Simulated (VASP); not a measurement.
# F2GeBr2 in VASP: settings compared, part 2 of 2

VASP 6.6.1. The steps go on from the part before.

### Step 3. Relaxation of the atoms, PBE (atoms moved at random, drawn with an rms of 0.02 Å)

Input file INCAR:

```
SYSTEM = GeBr2F2
PREC     = Accurate       ! precision mode
ENCUT    = 520            ! plane-wave cutoff, eV
EDIFF    = 1E-6           ! SCF threshold, eV
ISMEAR   = 0              ! smearing method
SIGMA    = 0.01           ! smearing width, eV
LREAL    = .FALSE.        ! projectors in reciprocal space
LASPH    = .TRUE.         ! aspherical terms in the spheres
NELM     = 100            ! most SCF steps
ALGO     = Fast           ! electronic algorithm
ISIF     = 2              ! what is computed and relaxed
LWAVE    = .FALSE.        ! write WAVECAR
LCHARG   = .FALSE.        ! write CHGCAR
GGA      = PE             ! functional
IBRION   = 2              ! ionic algorithm
NSW      = 40             ! ionic steps
EDIFFG   = -0.005         ! ionic threshold
```

Input file KPOINTS:

```
Automatic mesh
0
G
  1 1 1
  0 0 0
```

Input file POSCAR:

```
GeBr2F2
1.0
   12.0000000000      0.0000000000      0.0000000000
    0.0000000000     13.0000000000      0.0000000000
    0.0000000000      0.0000000000     12.0000000000
F Ge Br
2 1 2
Direct
    0.6115650000      0.3841300000      0.5363240000
    0.4448410000      0.5015650000      0.6261930000
    0.5133650000      0.4771660000      0.5023980000
    0.3914430000      0.4066560000      0.3814740000
    0.5992660000      0.6180990000      0.4430490000
```

Potentials or basis: VASP PAW PBE potentials, release 64 (F, Ge_d, Br).

Launch:

```sh
$ cat potpaw_PBE.64/F/POTCAR potpaw_PBE.64/Ge_d/POTCAR potpaw_PBE.64/Br/POTCAR > POTCAR
$ mpirun -np 1 vasp_gam > vasp.out
```

OUTCAR:

```text
SYSTEM = GeBr2F2
   PREC = Accurate
   ENCUT = 520
   EDIFF = 1E-6
   ISMEAR = 0
   LREAL = .FALSE.
   LASPH = .TRUE.
   NELM = 100
   ISIF = 2
   GGA = PE
   IBRION = 2
   NSW = 40
   EDIFFG = -0.005

 ion  position               nearest neighbor table
   1  0.612  0.384  0.536-   3 1.74
   2  0.445  0.502  0.626-   3 1.73
   3  0.513  0.477  0.502-   2 1.73   1 1.74   5 2.22   4 2.26
   4  0.391  0.407  0.381-   3 2.26
   5  0.599  0.618  0.443-   3 2.22

  LATTYP: Found a simple tetragonal cell.
 ALAT       =    12.0000000000
 C/A-ratio  =     1.0833333333

  Lattice vectors:

 A1 = ( -12.0000000000,   0.0000000000,   0.0000000000)
 A2 = (   0.0000000000,   0.0000000000,  12.0000000000)
 A3 = (   0.0000000000,  13.0000000000,   0.0000000000)

Analysis of symmetry for initial positions (statically):
[... 274 lines left out ...]
[... ionic steps 4 to 10 ...]

--------------------------------------- Ionic step       11  -------------------------------------------

 number of electron      42.0000007 magnetization

------------------------ aborting loop because EDIFF is reached ----------------------------------------
[... 73 lines left out ...]
--------------------------------------- Ionic step       13  -------------------------------------------

 number of electron      42.0000006 magnetization

 Free energy of the ion-electron system (eV)
  ---------------------------------------------------
  ext. energy  EPLUGINS =         0.00000000
  ---------------------------------------------------
  free energy    TOTEN  =       -18.78841164 eV

  energy without entropy =      -18.78841164  energy(sigma->0) =      -18.78841164

 E-fermi :  -7.5361     XC(G=0):  -0.9466

 val. band max:       -7.5896954134   @ k =   0.0000   0.0000   0.0000
 cond. band min:      -3.4885547801   @ k =   0.0000   0.0000   0.0000
 fundamental gap:      4.1011406332
 Fermi energy:        -7.5361095969

 k-point     1 :       0.0000    0.0000    0.0000
  band No.  band energies     occupation
      1     -31.7445      2.00000
      2     -31.5059      2.00000
      3     -31.1978      2.00000
      4     -31.1372      2.00000
      5     -31.1243      2.00000
      6     -29.1730      2.00000
[... 49 lines left out ...]
  FREE ENERGIE OF THE ION-ELECTRON SYSTEM (eV)
  ---------------------------------------------------
  free  energy   TOTEN  =       -18.7884116390 eV

  energy  without entropy=      -18.7884116390  energy(sigma->0) =      -18.78841164

 reached required accuracy - stopping structural energy minimisation
```

OSZICAR:

```text
N       E                     dE             d eps       ncg     rms          rms(c)
DAV:   1     0.466833677765E+03    0.46683E+03   -0.13868E+04    58   0.112E+03
DAV:   2     0.167552592131E+03   -0.29928E+03   -0.28699E+03    68   0.223E+02
DAV:   3     0.634954377534E+00   -0.16692E+03   -0.16668E+03    66   0.160E+02
[... 150 lines left out ...]
RMM:   2    -0.187884061741E+02   -0.46992E-05   -0.44145E-05    62   0.539E-02    0.312E-03
RMM:   3    -0.187884076200E+02   -0.14459E-05   -0.49747E-06    47   0.207E-02    0.235E-03
RMM:   4    -0.187884096691E+02   -0.20491E-05   -0.14942E-06    29   0.100E-02    0.868E-04
RMM:   5    -0.187884107779E+02   -0.11088E-05   -0.50376E-07    33   0.800E-03    0.297E-04
RMM:   6    -0.187884116390E+02   -0.86113E-06   -0.29804E-07    35   0.714E-03
  13 F= -.18788412E+02 E0= -.18788412E+02  d E =-.108475E-04
```

Wall time 22 min (1 thread of AMD EPYC 7R43 (Zen 3), shared host); peak memory 1.4 GiB.

What came out:

```
Free energy                     : -18.7884 eV
Energy gained by relaxing       : 5.7 meV/atom
Ionic steps                     : 13
Largest force after relaxing    : 0.005 eV/Å
Gap between the frontier levels : 4.10 eV
```

Forces on the atoms (eV/Å):
```
F    0.000  0.000  0.001
F    0.001  0.000 -0.005
Ge   0.002  0.000  0.000
Br  -0.001  0.000  0.003
Br  -0.002  0.000  0.002
```

Step by step:
```tsv
step	energy change (eV)	largest force (eV/Å)	pressure (GPa)
1	0.0000	0.8339	0.09
2	-0.0215	0.5564	0.01
3	-0.0241	0.3316	0.03
4	-0.0265	0.2770	-0.02
5	-0.0277	0.1231	0.00
6	-0.0280	0.0763	-0.01
7	-0.0281	0.0311	-0.01
8	-0.0281	0.0334	-0.01
9	-0.0281	0.0297	-0.01
10	-0.0282	0.0485	-0.01
11	-0.0282	0.0334	-0.01
12	-0.0282	0.0112	-0.01
13	-0.0283	0.0046	-0.01
```

Final structure:
```xyz
5
Lattice="12.0000 0.0000 0.0000 0.0000 13.0000 0.0000 0.0000 0.0000 12.0000" Properties=species:S:1:pos:R:3 pbc="T T T"
F     7.3505    4.9882    6.4437
F     5.3352    6.5261    7.5263
Ge    6.1559    6.1820    6.0333
Br    4.6774    5.2775    4.5603
Br    7.2068    8.0652    5.3097
```

### Step 4. Atomic charges, PBE+TS

Input file INCAR:

```
PREC = Accurate
ENCUT = 520
EDIFF = 1E-6
ISMEAR = 0
SIGMA = 0.01
LREAL = F
LASPH = T
NELM = 60
ALGO = Normal
ISIF = 2
LWAVE = F
LCHARG = F
GGA = PE
IVDW = 2
LORBIT = 11
```

Input file KPOINTS:

```
Automatic mesh
0
Gamma
  1 1 1
```

Input file POSCAR:

```
GeBr2F2
1.0
   12.0000000000      0.0000000000      0.0000000000
    0.0000000000     13.0000000000      0.0000000000
    0.0000000000      0.0000000000     12.0000000000
F Ge Br
2 1 2
Direct
    0.6110125000      0.3847038500      0.5360791700
    0.4456958300      0.5018346200      0.6249791700
    0.5132541700      0.4752884600      0.5029291700
    0.3911541700      0.4075192300      0.3806875000
    0.5997208300      0.6185269200      0.4422291700
```

Potentials or basis: VASP PAW PBE potentials, release 64 (F, Ge_d, Br).

Launch:

```sh
$ cat potpaw_PBE.64/F/POTCAR potpaw_PBE.64/Ge_d/POTCAR potpaw_PBE.64/Br/POTCAR > POTCAR
$ mpirun -np 1 vasp_gam > vasp.out
```

OUTCAR:

```text
PREC = Accurate
   ENCUT = 520
   EDIFF = 1E-6
   ISMEAR = 0
   LREAL = F
   LASPH = T
   NELM = 60
   ISIF = 2
   GGA = PE
   IVDW = 2
   LORBIT = 11
  IVDW =   2

 ion  position               nearest neighbor table
   1  0.611  0.385  0.536-   3 1.71
   2  0.446  0.502  0.625-   3 1.71
   3  0.513  0.475  0.503-   1 1.71   2 1.71   5 2.25   4 2.25
   4  0.391  0.408  0.381-   3 2.25
   5  0.600  0.619  0.442-   3 2.25

  LATTYP: Found a simple tetragonal cell.
 ALAT       =    12.0000000000
 C/A-ratio  =     1.0833333333

  Lattice vectors:

 A1 = ( -12.0000000000,   0.0000000000,   0.0000000000)
 A2 = (   0.0000000000,   0.0000000000,  12.0000000000)
 A3 = (   0.0000000000,  13.0000000000,   0.0000000000)

Analysis of symmetry for initial positions (statically):
=====================================================================
 Subroutine PRICEL returns:
 Original cell was already a primitive cell.

 Routine SETGRP: Setting up the symmetry group for a
 simple tetragonal supercell.
[... 187 lines left out ...]

  Hirshfeld charges:
            ion         q(e)
   ------------------------------
      1     F       -0.20152058
      2     F       -0.20152316
      3     Ge       0.46464425
      4     Br      -0.03063928
      5     Br      -0.03096122

  Tkatchenko/Scheffler method for vdW energy calculation

  Number of pair interactions contributing to vdW energy:    4112

  Edisp (eV):   -0.03594

  FORCE on cell =-STRESS in cart. coord.  units (eV):
  Direction    XX          YY          ZZ          XY          YZ          ZX
  --------------------------------------------------------------------------------------
  -------------------------------------------------------------------------------------
  Total       1.49778     1.42420     1.52427    -0.22596     0.00570    -0.09749
  in kB       1.28190     1.21892     1.30457    -0.19339     0.00488    -0.08344
  external pressure =        1.27 kB  Pullay stress =        0.00 kB

 VOLUME and BASIS-vectors are now :
 -----------------------------------------------------------------------------
  energy-cutoff  :      520.00
  volume of cell :     1872.00
      direct lattice vectors                 reciprocal lattice vectors
    12.000000000  0.000000000  0.000000000     0.083333333  0.000000000  0.000000000
     0.000000000 13.000000000  0.000000000     0.000000000  0.076923077  0.000000000
     0.000000000  0.000000000 12.000000000     0.000000000  0.000000000  0.083333333

 POSITION                                       TOTAL-FORCE (eV/Angst)
 -----------------------------------------------------------------------------------
      7.33215      5.00115      6.43295         0.583382     -0.591872      0.219427
      5.34835      6.52385      7.49975        -0.391897      0.160973      0.744755
      6.15905      6.17875      6.03515        -0.120937      0.267893     -0.600041
      4.69385      5.29775      4.56825        -0.265466     -0.171452     -0.250043
      7.19665      8.04085      5.30675         0.194919      0.334459     -0.114098
 -----------------------------------------------------------------------------------
    total drift:                                0.002773      0.003937     -0.000554

  FREE ENERGIE OF THE ION-ELECTRON SYSTEM (eV)
  ---------------------------------------------------
  free  energy   TOTEN  =       -18.7928030081 eV

  energy  without entropy=      -18.7928030081  energy(sigma->0) =      -18.79280301

 total charge

# of ion       s       p       d       tot
------------------------------------------
    1        1.748   4.338   0.000   6.086
    2        1.748   4.338   0.000   6.086
    3        1.003   1.198  10.360  12.561
    4        1.620   3.224   0.022   4.866
    5        1.620   3.224   0.022   4.866
--------------------------------------------------
tot          7.739  16.323  10.403  34.465
```

It took 3.4 min on 1 thread of AMD EPYC 7R43 (Zen 3), shared host; peak memory 1.3 GiB.

What came out:

* Free energy: -18.7928 eV
* Largest force: 0.860 eV/Å
* Gap between the frontier levels: 4.37 eV
* Valence electrons inside the program's atomic spheres: F 6.09; Ge 12.56; Br 4.87
* Hirshfeld charges: F -0.20; Ge +0.46; Br -0.03 e
* Dispersion energy per atom: -0.007 eV

Forces in eV/Å, atoms in the order of the input:
```
F    0.583 -0.592  0.219
F   -0.392  0.161  0.745
Ge  -0.121  0.268 -0.600
Br  -0.265 -0.171 -0.250
Br   0.195  0.334 -0.114
```

### Step 5. Summary

```tsv
task	level	cell	gap on the mesh (eV)	largest force (eV/Å)
single point	PBE	atoms moved at random, drawn with an rms of 0.05 Å	4.32	1.17
relaxation of the atoms	PBE	atoms relaxed from: atoms moved at random, drawn with an rms of 0.02 Å	4.10	-
atomic charges	PBE+TS	as given	4.37	0.86
```

Alike in all rows: potentials or basis VASP PAW PBE potentials, release 64 (F, Ge_d, Br); no spin polarisation; k mesh 1 × 1 × 1; cutoff (eV) 520; smearing gaussian 0.01 eV.

Total energies depend on the potentials used, so only differences within one code and one set of settings carry meaning.
